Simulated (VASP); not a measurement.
The system is ZrB.

```xyz
2
Lattice="0.0000 2.3250 2.3250 2.3250 0.0000 2.3250 2.3250 2.3250 0.0000" Properties=species:S:1:pos:R:3 pbc="T T T"
Zr    0.0000    0.0000    0.0000
B     2.3250    2.3250    2.3250
```

* Program: VASP 6.6.1
* Task: relaxation of cell and atoms
* Functional: PBE
* Dispersion: D3(BJ)
* Potentials or basis: VASP PAW PBE potentials, release 64 (Zr_sv, B)
* Cutoff: 600 eV
* k mesh: 8 × 8 × 8
* Occupations: gaussian, width 0.1 eV
* Spin: no spin polarisation

At the start: pressure 29.2 GPa; volume 12.57 Å³/atom.

Problem. How do energy, volume and symmetry change on relaxing?

Solution. Over 4 steps the energy falls by 147.0 meV/atom and the volume is 14.38 Å³/atom (+14.4 %); space group Fm-3m (No. 225, to 0.05 Å).

The path:
```
step  energy change (eV)  largest force (eV/Å)  pressure (GPa)  volume (Å³)
   1              0.0000                0.0000           29.19        25.14
   2              0.1438                0.0000          -21.23        34.42
   3             -0.2937                0.0000           -0.89        28.89
   4             -0.2941                0.0000           -0.12        28.76
```

Final structure:
```
Zr B
1.0
     0.00000    2.43165    2.43165
     2.43165    0.00000    2.43165
     2.43165    2.43165    0.00000
Zr B
1 1
Direct
  0.00000 0.00000 0.00000
  0.50000 0.50000 0.50000
```

Caveat: the volume moved by +14 % from the deposited cell, more than functionals usually miss; pairwise dispersion overbinds metals, which lowers pressure and volume.
